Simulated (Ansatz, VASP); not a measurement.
**Na2Sb: VASP beside Ansatz**

```
CELL_PARAMETERS angstrom
0.00000 3.41069 3.41069
3.41069 0.00000 3.41069
3.41069 3.41069 0.00000
ATOMIC_POSITIONS crystal
Na 0.25000 0.25000 0.25000
Na 0.75000 0.75000 0.75000
Sb 0.50000 0.50000 0.50000
```

Alike in both runs: task relaxation of cell and atoms; functional PBE; k mesh 4 × 4 × 4; occupations gaussian, width 0.1 eV; no spin polarisation.

|  | VASP | Ansatz |
| --- | --- | --- |
| version | VASP 6.6.1 | Ansatz 0.2.0 |
| potentials or method | VASP PAW PBE potentials, release 64 (Na_pv, Sb) | scalar-relativistic, plane waves, PAW |
| plane-wave cutoff (eV) | 600 | 420 |
| valence electrons in the cell | 19 | 33 |

VASP gave:

- gap on the k mesh at the Fermi level, each at its own relaxed structure (eV): none
- relaxed volume (Å³/atom): 33.97
- relaxed cell length with the largest relative difference (Å): 5.243
- energy change over the relaxation (meV/atom): -135

**Question.** What did Ansatz give for the same quantities?

**Answer.** gap on the k mesh at the Fermi level, each at its own relaxed structure (eV): none; relaxed volume (Å³/atom): 33.51; relaxed cell length with the largest relative difference (Å): 5.219; energy change over the relaxation (meV/atom): -132.

A gap of «none» marks a metal or a gap that the smearing closes. The two sets of potentials don't hold the same shells in valence.

Caveats: the k mesh is coarse (spacing up to 0.40 Å⁻¹), so the values aren't converged; the volume moved by over 15 % at a fixed basis, so the end points are rough (VASP). The runs have no spin-orbit coupling, so splittings on Sb are missing.
